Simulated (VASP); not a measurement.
Consider the following.

```xyz
2
Lattice="0.0000 2.6438 2.6438 2.6438 0.0000 2.6438 2.6438 2.6438 0.0000" Properties=species:S:1:pos:R:3 pbc="T T T"
Cu     0.0000     0.0000     0.0000
Cl     1.3219     1.3219     1.3219
```

Method: PBEsol GGA, VASP's PBE PAW potentials (set 64) (plane waves; VASP). Settings: 400 eV cut-off, 8×8×8 Γ-centred mesh, Gaussian smearing of 0.050 eV, potentials Cu Cl.

Predict the energy per atom (σ→0), band gap (on the k-mesh) with the smallest direct gap where there is one.

| Property | Result |
|---|---|
| band gap (on the k-mesh) | 0.56 eV |
| smallest direct gap (on the k-mesh) | 0.56 eV |
| energy per atom (σ→0) | -3.530 eV/atom |

The compound is CuCl in the zinc blende structure. It was relaxed first, which changed the volume by -7 %. The start is the result of an earlier pass.
